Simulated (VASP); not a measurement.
A convergence study with VASP on CuAu (L1_0): one setting is varied, all else stays as given below, so the limit is that of these other settings. Each run relaxes cell and ions from the cell shown. The basis is that of the starting cell, so low cut-offs carry a Pulay error.

```xyz
2
Lattice="2.8000 0.0000 0.0000 0.0000 2.8000 0.0000 0.0000 0.0000 3.6700" Properties=species:S:1:pos:R:3 pbc="T T T"
Cu     0.0000     0.0000     0.0000
Au     1.4000     1.4000     1.8350
```

The numbers are results of PBE GGA, VASP's PBE PAW potentials (set 64) (plane waves; VASP), not measurements. The tightest run used: 700 eV cut-off, 11×11×8 Γ-centred mesh, first-order Methfessel-Paxton smearing of 0.10 eV, potentials Cu Au.

Problem. The settings run are ENCUT = 250; ENCUT = 300; ENCUT = 350; ENCUT = 400; ENCUT = 450; ENCUT = 500; ENCUT = 550; ENCUT = 600; ENCUT = 650; ENCUT = 700. From which on does the relaxed volume stay within 0.1 Å³/atom of the tightest run?

Solution. From ENCUT = 350 on: it is off by 0.048 there and by no more than 0.1 in any finer run, while ENCUT = 300 is off by 0.209.
```json
[
 {"setting": "ENCUT = 250", "relaxed volume (Å³/atom)": "13.903", "E (eV/atom)": "-3.4896", "plane waves": "267", "difference judged (Å³/atom)": "1.119"},
 {"setting": "ENCUT = 300", "relaxed volume (Å³/atom)": "14.813", "E (eV/atom)": "-3.5286", "plane waves": "356", "difference judged (Å³/atom)": "0.209"},
 {"setting": "ENCUT = 350", "relaxed volume (Å³/atom)": "14.974", "E (eV/atom)": "-3.5319", "plane waves": "439", "difference judged (Å³/atom)": "0.048"},
 {"setting": "ENCUT = 400", "relaxed volume (Å³/atom)": "14.981", "E (eV/atom)": "-3.5299", "plane waves": "540", "difference judged (Å³/atom)": "0.041"},
 {"setting": "ENCUT = 450", "relaxed volume (Å³/atom)": "14.993", "E (eV/atom)": "-3.5298", "plane waves": "640", "difference judged (Å³/atom)": "0.029"},
 {"setting": "ENCUT = 500", "relaxed volume (Å³/atom)": "15.007", "E (eV/atom)": "-3.5306", "plane waves": "744", "difference judged (Å³/atom)": "0.015"},
 {"setting": "ENCUT = 550", "relaxed volume (Å³/atom)": "15.018", "E (eV/atom)": "-3.5312", "plane waves": "858", "difference judged (Å³/atom)": "0.004"},
 {"setting": "ENCUT = 600", "relaxed volume (Å³/atom)": "15.023", "E (eV/atom)": "-3.5313", "plane waves": "975", "difference judged (Å³/atom)": "0.001"},
 {"setting": "ENCUT = 650", "relaxed volume (Å³/atom)": "15.023", "E (eV/atom)": "-3.5312", "plane waves": "1104", "difference judged (Å³/atom)": "0.001"},
 {"setting": "ENCUT = 700", "relaxed volume (Å³/atom)": "15.022", "E (eV/atom)": "-3.5312", "plane waves": "1234", "difference judged (Å³/atom)": "0.000"}
]
```

Left out are rungs that failed or repeat a setting and relaxations that didn't move; long series are thinned to 24 rows.

The compound is CuAu in the L1_0 structure.
